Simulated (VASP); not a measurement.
## YB (relaxed from the rock salt structure, space group Fm-3m): computed properties

Method: PBEsol GGA, VASP's PBE PAW potentials (set 64) (plane waves; VASP).

* **space group**: Fm-3m (225)
* **cell**: a = b = c = 5.2961 Å, α = β = γ = 90.00°
* **volume per atom**: 18.57 Å^3/atom
* **band gap (over mesh and band path)**: none (metal, semimetal or under 0.01 eV)
* **density**: 4.46 g/cm³

```cif
data_BY
_chemical_formula_sum 'Y1 B1'
_space_group_name_H-M_alt 'P 1'
_space_group_IT_number 1
_cell_length_a 3.74493
_cell_length_b 3.74493
_cell_length_c 3.74493
_cell_angle_alpha 60.000
_cell_angle_beta 60.000
_cell_angle_gamma 60.000
loop_
_space_group_symop_operation_xyz
  'x, y, z'
loop_
_atom_site_label
_atom_site_type_symbol
_atom_site_fract_x
_atom_site_fract_y
_atom_site_fract_z
_atom_site_occupancy
Y1 Y 0.00000 0.00000 0.00000 1
B1 B 0.50000 0.50000 0.50000 1
```

The structure was generated: YB was put into the rock salt type (Fm-3m), which need not be its known phase. It was relaxed first, which changed the volume by -28 %. Symmetry was kept, so distortions that lower it aren't found.
